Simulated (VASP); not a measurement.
## NbSi (relaxed from the rock salt structure, space group Fm-3m): computed properties

The numbers are results of PBEsol GGA, VASP's PBE PAW potentials (set 64) (plane waves; VASP), not measurements.

```json
{
 "space_group": "Fm-3m (225)",
 "cell": "a = 5.0947 Å, b = 5.0947 Å, c = 5.0947 Å, α = 90.00°, β = 90.00°, γ = 90.00°",
 "volume_per_atom": "16.53 Å³/atom",
 "band gap (over mesh and band path)": "none (metal, semimetal or under 0.01 eV)",
 "density": "6.08 g/cm³"
}
```

```yaml
crystal:
  lattice:
    - [0.00000, 2.54733, 2.54733]
    - [2.54733, 0.00000, 2.54733]
    - [2.54733, 2.54733, 0.00000]
  atoms:
    - { symbol: Nb, position: [0.00000, 0.00000, 0.00000] }
    - { symbol: Si, position: [0.50000, 0.50000, 0.50000] }
```

The structure was generated: NbSi was put into the rock salt type (Fm-3m), which need not be its known phase. It was relaxed first, which changed the volume by -37 %. Symmetry was kept, so distortions that lower it aren't found. The electron count is odd and the run is not spin-polarised, which forces a metal.
